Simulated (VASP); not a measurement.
Method: PBE GGA with D4 dispersion, VASP's PBE PAW potentials (set 64) (plane waves; VASP 6.6.1).

A VASP calculation is set up with these files.

INCAR:
```
ALGO=Normal
EDIFF=1E-6
EDIFFG=-0.01
ENCUT=520
GGA=PE
IBRION=2
ISIF=3
ISMEAR=1
ISPIN=2
IVDW=13
LASPH=.TRUE.
LCHARG=.FALSE.
LMAXMIX=4
LORBIT=10
LREAL=.FALSE.
LWAVE=.FALSE.
MAGMOM=1.5 -1.5
NELM=100
NSW=60
PREC=Accurate
SIGMA=0.1
SYSTEM=Cr
```

**POSCAR**
```
Cr
1
    2.8800000000     0.0000000000     0.0000000000
    0.0000000000     2.8800000000     0.0000000000
    0.0000000000     0.0000000000     2.8800000000
Cr
2
Direct
  0.0000000000   0.0000000000   0.0000000000
  0.5000000000   0.5000000000   0.5000000000
```

**KPOINTS**
```
K-points
0
gamma
11 11 11
```

POTCAR, in this order: Cr_pv (PBE.64 set). Program: vasp_std.

The run wrote:

**OSZICAR**
```
       N       E                     dE             d eps       ncg     rms          rms(c)
DAV:   1     0.229794341683E+03    0.22979E+03   -0.14310E+04  3600   0.182E+03
DAV:   2    -0.139470333121E+02   -0.24374E+03   -0.24213E+03  3800   0.500E+02
DAV:   3    -0.220783198036E+02   -0.81313E+01   -0.80517E+01  4664   0.104E+02
DAV:   4    -0.221851141146E+02   -0.10679E+00   -0.10671E+00  4320   0.121E+01
DAV:   5    -0.221873761928E+02   -0.22621E-02   -0.22621E-02  4928   0.139E+00    0.183E+01
DAV:   6    -0.190402566639E+02    0.31471E+01   -0.19466E+01  3968   0.529E+01    0.507E+00
DAV:   7    -0.190648470038E+02   -0.24590E-01   -0.32494E-01  4016   0.800E+00    0.295E+00
DAV:   8    -0.190646070297E+02    0.23997E-03   -0.30615E-02  4744   0.181E+00    0.114E+00
DAV:   9    -0.190599435192E+02    0.46635E-02   -0.68069E-02  4488   0.188E+00    0.391E-01
DAV:  10    -0.190612210658E+02   -0.12775E-02   -0.44360E-03  5272   0.597E-01    0.237E-01
DAV:  11    -0.190622496577E+02   -0.10286E-02   -0.19755E-02  4712   0.794E-01    0.124E-01
DAV:  12    -0.190624550074E+02   -0.20535E-03   -0.34038E-03  4368   0.393E-01    0.508E-02
DAV:  13    -0.190624701141E+02   -0.15107E-04   -0.77640E-05  4096   0.105E-01    0.321E-02
DAV:  14    -0.190624805439E+02   -0.10430E-04   -0.35585E-05  4480   0.343E-02    0.191E-02
DAV:  15    -0.190624849908E+02   -0.44470E-05   -0.13526E-04  4584   0.706E-02    0.340E-03
DAV:  16    -0.190624850294E+02   -0.38502E-07   -0.40294E-06  3680   0.154E-02
   1 F= -.19931663E+02 E0= -.19931793E+02  d E =-.199317E+02  mag=     0.0000
       N       E                     dE             d eps       ncg     rms          rms(c)
DAV:   1    -0.220137054197E+02   -0.29512E+01   -0.66484E+01  3632   0.118E+02    0.173E+01
DAV:   2    -0.190246897468E+02    0.29890E+01   -0.17158E+01  3760   0.508E+01    0.453E+00
DAV:   3    -0.190000793018E+02    0.24610E-01   -0.27343E-01  4096   0.617E+00    0.280E+00
DAV:   4    -0.189841482767E+02    0.15931E-01   -0.17664E-02  4000   0.183E+00    0.168E+00
DAV:   5    -0.189764069442E+02    0.77413E-02   -0.18745E-02  4208   0.167E+00    0.206E-01
DAV:   6    -0.189768718143E+02   -0.46487E-03   -0.25066E-03  3712   0.522E-01    0.124E-01
DAV:   7    -0.189768513064E+02    0.20508E-04   -0.10373E-03  4928   0.334E-01    0.620E-02
DAV:   8    -0.189768735208E+02   -0.22214E-04   -0.24472E-04  4352   0.104E-01    0.342E-02
DAV:   9    -0.189768759500E+02   -0.24292E-05   -0.12859E-05  4816   0.305E-02    0.288E-02
DAV:  10    -0.189768960491E+02   -0.20099E-04   -0.31529E-04  4528   0.123E-01    0.223E-02
DAV:  11    -0.189769061549E+02   -0.10106E-04   -0.97514E-05  4544   0.718E-02    0.140E-02
DAV:  12    -0.189769094548E+02   -0.32999E-05   -0.40114E-05  4416   0.439E-02    0.107E-02
DAV:  13    -0.189769120448E+02   -0.25900E-05   -0.16624E-04  4560   0.871E-02    0.565E-03
DAV:  14    -0.189769125970E+02   -0.55219E-06   -0.18172E-05  4112   0.304E-02    0.110E-03
DAV:  15    -0.189769128271E+02   -0.23006E-06   -0.30562E-06  2432   0.113E-02
   2 F= -.19923973E+02 E0= -.19924110E+02  d E =0.768964E-02  mag=     0.0000
       N       E                     dE             d eps       ncg     rms          rms(c)
DAV:   1    -0.198938054511E+02   -0.91689E+00   -0.19099E+01  3712   0.672E+01    0.756E+00
DAV:   2    -0.190702486230E+02    0.82356E+00   -0.57495E+00  3776   0.263E+01    0.195E+00
DAV:   3    -0.190586395208E+02    0.11609E-01   -0.69229E-02  4064   0.322E+00    0.115E+00
DAV:   4    -0.190553757423E+02    0.32638E-02   -0.44618E-03  4768   0.769E-01    0.548E-01
DAV:   5    -0.190537559505E+02    0.16198E-02   -0.15306E-02  4480   0.112E+00    0.108E-01
DAV:   6    -0.190539893440E+02   -0.23339E-03   -0.15327E-03  4208   0.280E-01    0.952E-02
DAV:   7    -0.190541082453E+02   -0.11890E-03   -0.18383E-03  4704   0.310E-01    0.435E-02
DAV:   8    -0.190541459914E+02   -0.37746E-04   -0.55892E-04  4496   0.136E-01    0.220E-02
DAV:   9    -0.190541528295E+02   -0.68382E-05   -0.12932E-04  4480   0.700E-02    0.130E-02
DAV:  10    -0.190541509144E+02    0.19151E-05   -0.65758E-05  4384   0.474E-02    0.253E-03
DAV:  11    -0.190541514154E+02   -0.50098E-06   -0.50390E-06  3680   0.156E-02
   3 F= -.19960194E+02 E0= -.19960482E+02  d E =-.285312E-01  mag=    -0.0000
```

OUTCAR:
```
------------------------ aborting loop because EDIFF is reached ----------------------------------------
  Edisp (eV):   -0.90604
  FORCE on cell =-STRESS in cart. coord.  units (eV):
  Direction    XX          YY          ZZ          XY          YZ          ZX
  --------------------------------------------------------------------------------------
  Total      -0.01042    -0.01042    -0.01042    -0.00000    -0.00000     0.00000
  in kB      -0.73023    -0.73023    -0.73023    -0.00000    -0.00000     0.00000
  external pressure =       -0.73 kB  Pullay stress =        0.00 kB
  volume of cell :       22.86
      direct lattice vectors                 reciprocal lattice vectors
     2.838204041  0.000000000  0.000000000     0.352335486  0.000000000 -0.000000000
    -0.000000000  2.838204041 -0.000000000    -0.000000000  0.352335486  0.000000000
     0.000000000 -0.000000000  2.838204041    -0.000000000  0.000000000  0.352335486
 POSITION                                       TOTAL-FORCE (eV/Angst)
 -----------------------------------------------------------------------------------
      0.00000      0.00000      0.00000        -0.000000     -0.000000     -0.000000
      1.41910      1.41910      1.41910         0.000000      0.000000      0.000000
 -----------------------------------------------------------------------------------
    total drift:                                0.000000      0.000000     -0.000000
  FREE ENERGIE OF THE ION-ELECTRON SYSTEM (eV)
  ---------------------------------------------------
  free  energy   TOTEN  =       -19.9601939355 eV

  energy  without entropy=      -19.9610572800  energy(sigma->0) =      -19.96048172

 total charge

# of ion       s       p       d       tot
------------------------------------------
    1        0.445   6.410   4.229  11.084
    2        0.445   6.410   4.229  11.084
--------------------------------------------------
tot          0.890  12.820   8.457  22.167

 magnetization (x)

# of ion       s       p       d       tot
------------------------------------------
    1        0.012   0.006   0.912   0.930
    2       -0.012  -0.006  -0.912  -0.930
--------------------------------------------------
tot          0.000   0.000   0.000   0.000

 reached required accuracy - stopping structural energy minimisation
```
(Selected blocks of OUTCAR.)

CONTCAR:
```
Cr
   1.00000000000000
     2.8382040412585550    0.0000000000000000    0.0000000000000000
    -0.0000000000000000    2.8382040412585550   -0.0000000000000000
     0.0000000000000000   -0.0000000000000000    2.8382040412585550
  Cr
     2
Direct
     0.0000000000000000    0.0000000000000000    0.0000000000000000
     0.5000000000000000    0.5000000000000000    0.5000000000000000
```

Energy and stress use the plane-wave basis of the starting cell.

The compound is Cr in the bcc, AFM order structure. This run relaxes it. Symmetry was kept, so distortions that lower it aren't found.
